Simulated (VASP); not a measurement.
Input:

```
CELL_PARAMETERS angstrom
      0.00000     3.15950     3.15950
      3.15950     0.00000     3.15950
      3.15950     3.15950     0.00000
ATOMIC_POSITIONS crystal
  Sb 0.50000 0.50000 0.50000
  Nd 0.00000 0.00000 0.00000
```
Starting moments (μB, in the order of the record's atoms Sb Nd): 0.0 3.0.

These are PBEsol GGA, VASP's PBE PAW potentials (set 64) (plane waves; VASP) values and carry that method's errors. Run with 300 eV cut-off, 6×6×6 Γ-centred mesh, Fermi-Dirac smearing of 0.050 eV, potentials Sb Nd.

### Question
Give the spin-up energies of bands 6 to 14 at the high-symmetry points, in eV from the Fermi level.

### Answer

| band | Γ | X | U | L | W |
|---|---|---|---|---|---|
| 6 | -0.38 | -1.71 | -1.95 | -3.41 | -1.78 |
| 7 | -0.38 | -0.76 | -1.63 | -1.45 | -1.50 |
| 8 | -0.37 | -0.76 | -1.04 | -1.45 | -1.50 |
| 9 | -0.31 | -0.41 | -0.40 | -0.41 | -0.40 |
| 10 | -0.31 | -0.12 | -0.38 | -0.41 | -0.40 |
| 11 | -0.31 | -0.05 | -0.15 | -0.31 | -0.20 |
| 12 | 0.38 | -0.04 | 0.16 | 0.14 | 0.15 |
| 13 | 1.49 | 0.17 | 0.16 | 0.20 | 0.16 |
| 14 | 1.49 | 0.53 | 0.29 | 0.20 | 0.22 |

### Question
Give the spin-down energies of bands 6 to 14 at the high-symmetry points, in eV from the Fermi level.

### Answer

```tsv
band	Γ	X	U	L	W
6	0.39	-1.62	-1.82	-3.33	-1.64
7	0.39	-0.14	-1.53	-1.38	-1.38
8	0.39	-0.14	-0.79	-1.38	-1.38
9	1.67	0.10	1.35	1.58	1.68
10	1.82	1.77	1.74	1.82	1.68
11	1.82	1.89	1.85	1.82	1.83
12	1.82	1.93	1.89	1.89	1.89
13	2.58	1.93	1.99	2.38	2.28
14	2.58	2.41	2.38	2.38	2.28
```

It has no gap at this level: it comes out as a metal or semimetal.

The structure comes from a measured NdSb entry (Fm-3m) of the Crystallography Open Database, whose conditions weren't checked. The cell was not relaxed at this level.
